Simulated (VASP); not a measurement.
# A VASP study of TePt (r2SCAN): structure first, properties next, part 5 of 5

Aim: relax TePt with r2SCAN, compute its properties on that cell and hold them against experiment. The start is a cell from a database of measured crystal structures.

VASP 6.6.1; r2SCAN; plane waves and PAW (Te, Pt).

Still holding for the runs below: The k-mesh is coarse for a metal.

So far. Step 6 (Total and projected DOS (r2SCAN)): The finer mesh and the other smearing move the Fermi level by -0.01 eV from the 6×6×6 run, a small shift, which tests the Fermi level alone. Of the states within 0.3 eV of the Fermi level, the largest shares in the PAW spheres are Te p 30 %, Pt d 28 % and Pt p 11 %. The rest lies in smaller channels or between the spheres. The relaxed cell has a = 3.987, c = 20.564 Å (conventional setting).

The database entry behind the starting cell differs from later determinations by our own check (c about 0.8 % long), so it need not match the best structure at ambient conditions.

**8. Electric field gradients (r2SCAN)**

Field gradients probe how far the charge around each nucleus departs from cubic symmetry; LASPH keeps the non-spherical terms inside the spheres.

Contents of INCAR:

```
SYSTEM = TePt
PREC = Accurate
ENCUT = 400
EDIFF = 1E-07
NELM = 100
ISMEAR = 0
SIGMA = 0.05
LREAL = .FALSE.
ALGO = Normal
METAGGA = R2SCAN
LASPH = .TRUE.
NBANDS = 22
LORBIT = 11
LWAVE = .FALSE.
LCHARG = .FALSE.
KPAR = 4
LEFG = .TRUE.
```

Contents of POSCAR:

```
TePt
1.0
    1.9936112994      1.1510120204      6.8547338683
   -1.9936112994      1.1510120204      6.8547338683
    0.0000000000     -2.3020240408      6.8547338683
Te Pt
2 2
Direct
    0.5954934321      0.5954934321      0.5954934321
    0.4045065679      0.4045065679      0.4045065679
    0.8692535297      0.8692535297      0.8692535297
    0.1307464703      0.1307464703      0.1307464703
```

Contents of KPOINTS:

```
Automatic mesh
0
Gamma
6 6 6
0 0 0
```

PAW data sets: Te and Pt (PBE family, release 64).

Run with:

```sh
mpirun -np 4 vasp_std
```

The program printed:

```text
[... set-up lines as in an earlier step ...]
 entering main loop
       N       E                     dE             d eps       ncg     rms          rms(c)
[... 13 cycles as in an earlier step ...]
DAV:  14    -0.155391868995E+03   -0.67256E-06   -0.46575E-07  1678   0.432E-03    0.118E-02
DAV:  15    -0.155391868985E+03    0.96811E-08   -0.50249E-07  1582   0.458E-03
ion   1
     0.0000000     0.0000000    -0.0000000    -0.1126849     0.0000000    -0.0000000
     0.0000585     0.0000000    -0.0000000    -0.1126849     0.0000000    -0.0000000
     0.0000806     0.0000000    -0.0000000    -0.1126849     0.0000000    -0.0000000
     0.0001110     0.0000000    -0.0000000    -0.1126849     0.0000000    -0.0000000
     0.0001528     0.0000000    -0.0000000    -0.1126849     0.0000000    -0.0000000

     0.0000000     0.0000000    -0.0000000    65.6028607     0.0000000    -0.0000001
     0.0000585     0.0000000    -0.0000000    65.5873050     0.0000000    -0.0000001
     0.0000806     0.0000000    -0.0000000    65.5791186     0.0000000    -0.0000001
     0.0001110     0.0000000    -0.0000000    65.5661480     0.0000000    -0.0000001
     0.0001528     0.0000000    -0.0000000    65.5456853     0.0000000    -0.0000001

ion   2
     0.0000000     0.0000000    -0.0000000    -0.1126849     0.0000000    -0.0000000
     0.0000585     0.0000000    -0.0000000    -0.1126849     0.0000000    -0.0000000
     0.0000806     0.0000000    -0.0000000    -0.1126849     0.0000000    -0.0000000
     0.0001110     0.0000000    -0.0000000    -0.1126849     0.0000000    -0.0000000
     0.0001528     0.0000000    -0.0000000    -0.1126849     0.0000000    -0.0000000

     0.0000000     0.0000000    -0.0000000    65.6028607     0.0000000    -0.0000001
     0.0000585     0.0000000    -0.0000000    65.5873050     0.0000000    -0.0000001
     0.0000806     0.0000000    -0.0000000    65.5791186     0.0000000    -0.0000001
     0.0001110     0.0000000    -0.0000000    65.5661480     0.0000000    -0.0000001
     0.0001528     0.0000000    -0.0000000    65.5456853     0.0000000    -0.0000001

ion   3
     0.0000000    -0.0000000     0.0000000     3.7456657     0.0000000    -0.0000000
     0.0000674    -0.0000000     0.0000000     3.7456656     0.0000000    -0.0000000
     0.0000928    -0.0000000     0.0000000     3.7456656     0.0000000    -0.0000000
     0.0001278    -0.0000000     0.0000000     3.7456655     0.0000000    -0.0000000
     0.0001760    -0.0000000     0.0000000     3.7456653     0.0000000    -0.0000000

     0.0000000    -0.0000000     0.0000000   -82.1540460    -0.0000000    -0.0000001
     0.0000674    -0.0000000     0.0000000   -81.8970441    -0.0000000    -0.0000001
     0.0000928    -0.0000000     0.0000000   -81.7729577    -0.0000000    -0.0000001
     0.0001278    -0.0000000     0.0000000   -81.5828422    -0.0000000    -0.0000001
     0.0001760    -0.0000000     0.0000000   -81.2928050    -0.0000000    -0.0000001

ion   4
     0.0000000    -0.0000000     0.0000000     3.7456657     0.0000000    -0.0000000
     0.0000674    -0.0000000     0.0000000     3.7456656     0.0000000    -0.0000000
     0.0000928    -0.0000000     0.0000000     3.7456656     0.0000000    -0.0000000
     0.0001278    -0.0000000     0.0000000     3.7456655     0.0000000    -0.0000000
     0.0001760    -0.0000000     0.0000000     3.7456653     0.0000000    -0.0000000

     0.0000000    -0.0000000     0.0000000   -82.1540460     0.0000000    -0.0000001
     0.0000674    -0.0000000     0.0000000   -81.8970441     0.0000000    -0.0000001
     0.0000928    -0.0000000     0.0000000   -81.7729577     0.0000000    -0.0000001
     0.0001278    -0.0000000     0.0000000   -81.5828422     0.0000000    -0.0000001
     0.0001760    -0.0000000     0.0000000   -81.2928050     0.0000000    -0.0000001

   1 F= -.15539187E+03 E0= -.15538856E+03  d E =-.660809E-02
```

Elapsed: 64 s, on 4 MPI ranks of Intel Xeon 6975P-C (Granite Rapids), shared host; peak memory 1.4 GiB; 4.1 min of CPU time.

Parts of OUTCAR (step 8):

```text
   NELECT =      32.0000    total number of electrons

 E-fermi :   7.7042

 k-point     1 :       0.0000    0.0000    0.0000
  band No.  band energies     occupation
    ...
      9       4.6025      2.00000
     10       4.6025      2.00000
     11       5.6397      2.00000
     12       5.6397      2.00000
     13       5.9233      2.00000
     14       8.4114      0.00000
     15       8.5310      0.00000
     16       8.5310      0.00000
     17       9.1567      0.00000
     18      10.6125      0.00000
    ...

  Total       -0.0076166     -0.0076166      0.0252633      0.0000000      0.0000000     -0.0000000
  in kB       -0.1293036     -0.1293036      0.4288835      0.0000000      0.0000000     -0.0000000
  external PRESSURE =       0.0567587 kB  Pullay stress =       0.0000000 kB

 POSITION                                       TOTAL-FORCE (eV/Angst)
 -----------------------------------------------------------------------------------
      0.00000      0.00000     12.24585         0.000000      0.000000     -0.004407
      0.00000      0.00000      8.31835         0.000000     -0.000000      0.004407
      0.00000      0.00000     17.87550         0.000000      0.000000      0.009774
      0.00000      0.00000      2.68870         0.000000      0.000000     -0.009774
 -----------------------------------------------------------------------------------
    total drift:                               -0.000000     -0.000000      0.000000

  FREE ENERGIE OF THE ION-ELECTRON SYSTEM (eV)
  ---------------------------------------------------
  free  energy   TOTEN  =      -155.3918689851 eV

  energy  without entropy=     -155.3852608912  energy(sigma->0) =     -155.38856494

 Electric field gradients after diagonalization (V/A^2)
 (convention: |V_zz| > |V_xx| > |V_yy|)
----------------------------------------------------------------------
 ion       V_xx      V_yy      V_zz     asymmetry (V_yy - V_xx)/ V_zz
----------------------------------------------------------------------
   1      41.639    41.639   -83.279       0.000
   2      41.639    41.639   -83.279       0.000
   3     -51.696   -51.696   103.392       0.000
   4     -51.696   -51.696   103.392       0.000
----------------------------------------------------------------------

[... 8 parts as in an earlier step ...]

[... 9 further parts left out ...]
```

This step gave:

```yaml
scf_cycles: 15
irreducible_k_points: 32
free_energy_toten: -155.3919 eV
fermi_energy: 7.704 eV
pressure: 0.005676 GPa
```

Electric field gradients, by row:

```
atom  Vxx (V/Å²)  Vyy (V/Å²)  Vzz (V/Å²)  asymmetry
 Te1       41.64       41.64      -83.28          0
 Te2       41.64       41.64      -83.28          0
 Pt3       -51.7       -51.7       103.4          0
 Pt4       -51.7       -51.7       103.4          0
```

The largest gradient, 103.39 V/Å², sits on Pt3 and like sites; the stable nuclei of Pt have no quadrupole moment in their ground state, so NMR and NQR don't see it.

**9. Summary of results**

```json
{
  "relaxed volume": "23.59 Å³/atom",
  "relaxed conventional cell a, b, c": "3.987, 3.987, 20.564 Å; angles 90.0, 90.0, 120.0°",
  "space group after relaxing, within 0.02 Å": "R-3m (No. 166)",
  "band gap": "none, a metal",
  "DOS at the Fermi level": "2.03 states/eV/cell",
  "highest zone-centre mode": "175 cm⁻¹",
  "largest field gradient Vzz": "103.39 V/Å² on Pt3"
}
```

**Reading.** With r2SCAN, TePt relaxes to 23.59 Å³/atom in space group R-3m (held by the symmetry of the run) and comes out as a metal. Against the listed cell the volume lies +4.2 % (a +0.6 %, c +2.9 %). Bands along the symmetry lines (r2SCAN): Of the bands kept, 4 cross the Fermi level on this path. Zone-centre phonons (r2SCAN): The highest mode in this list at Γ, 175.2 cm⁻¹, has its largest share on Pt (63 % of the kinetic energy). Spin-orbit coupling is left out, and with elements this heavy it would split and shift bands near the Fermi level. The k-sampling is coarse for a metal, so the Fermi level, pressures and the shape of the cell carry errors. Modes at Γ alone can't show that the crystal is stable at other wave vectors. The bonds form layers, and without a dispersion term the spacing between them, and what depends on it, is unreliable. No search among competing phases was made, and a listed structure need not be the one stable at ambient conditions. All values are for a static lattice at zero temperature.

Computed beside measured:

```
              quantity  measured           r2SCAN
lattice constant a (Å)    3.9612   3.987 (+0.7 %)
lattice constant c (Å)    19.815  20.564 (+3.8 %)
```

Measured values from arxiv:2203.06655 (2022).

**Verdict.** The lattice constant a is off by +0.7 %: good agreement. The lattice constant c is off by +3.8 %: a clear miss. The grades are ours: good and fair within 0.7 and 1.5 % for the lattice constant a and 0.8 and 2 % for the lattice constant c. Zero-point motion and thermal expansion (measured at up to 200 K) are not in the computed lattice constants. As a rule both would widen the computed cell, so the excess over experiment is if anything larger than shown.

[Lines on the potential files, build, host, timing and source positions are cut from VASP's logs without a mark.]

[Logs are printed without paths, hosts, clocks, repeated set-up lines and the standing remarks that a program may print on its own settings, such as how far it seeks lower states.]

[Hosts, paths, dates, database ids (printed as entryN), source tags and the programs' standing remarks are cut or masked in the printed files.]

[A measured line is paired with the nearest computed mode of its activity, which favours agreement.]
